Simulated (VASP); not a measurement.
Calculation: PBEsol GGA, VASP's PBE PAW potentials (set 64) (plane waves; VASP 6.6.1).

VASP input:

INCAR:
```
SYSTEM = NiAl
PREC = Accurate
ENCUT = 400
EDIFF = 1E-6
NELM = 100
ALGO = Normal
LREAL = .FALSE.
LASPH = .TRUE.
ISMEAR = 1
SIGMA = 0.1
GGA = PS
LMAXMIX = 4
LWAVE = .FALSE.
LCHARG = .FALSE.
IBRION = 2
ISIF = 3
NSW = 60
EDIFFG = -0.01
```

POSCAR:
```
NiAl
1
    0.0000000000     2.6428543386     2.6428543386
    2.6428543386    -0.0000000000     2.6428543386
    2.6428543386     2.6428543386     0.0000000000
Ni Al
1 1
Direct
  1.0000000000   1.0000000000   1.0000000000
  0.2500000000   0.2500000000   0.2500000000
```

**KPOINTS**
```
Automatic mesh
0
G
 11 11 11
0 0 0
```

POTCAR, in this order: Ni Al (PBE.64 set). Program: vasp_std.

Question: What does the run give for the energy per atom (σ→0), volume per atom, band gap (on the k-mesh)?

Answer: 
| Item | Value |
|---|---|
| energy per atom (σ→0) | -4.538 eV/atom |
| band gap (on the k-mesh) | none (metal, semimetal or under 0.01 eV) |
| volume per atom | 18.43 Å³/atom |

**OSZICAR**
```
...
       N       E                     dE             d eps       ncg     rms          rms(c)
DAV:   1    -0.907858116889E+01   -0.27822E-02   -0.33260E-02  1238   0.321E+00    0.513E-01
DAV:   2    -0.908710207244E+01   -0.85209E-02   -0.16271E-01  1248   0.616E+00    0.964E-01
DAV:   3    -0.907587834802E+01    0.11224E-01   -0.82045E-02  1242   0.442E+00    0.701E-02
DAV:   4    -0.907585766733E+01    0.20681E-04   -0.54567E-04  1126   0.223E-01    0.255E-02
DAV:   5    -0.907585286473E+01    0.48026E-05   -0.33778E-05  1640   0.777E-02    0.779E-03
DAV:   6    -0.907585324359E+01   -0.37886E-06   -0.90168E-07   612   0.946E-03
   3 F= -.90758532E+01 E0= -.90758722E+01  d E =-.353304E-04
```

The structure was generated: NiAl was put into the zinc blende type (F-43m), which need not be its known phase. This run relaxes it. Symmetry was kept, so distortions that lower it aren't found. The start is the result of an earlier pass. The run is not spin-polarised, so no magnetic state was tried. The electron count is odd and the run is not spin-polarised, which forces a metal.
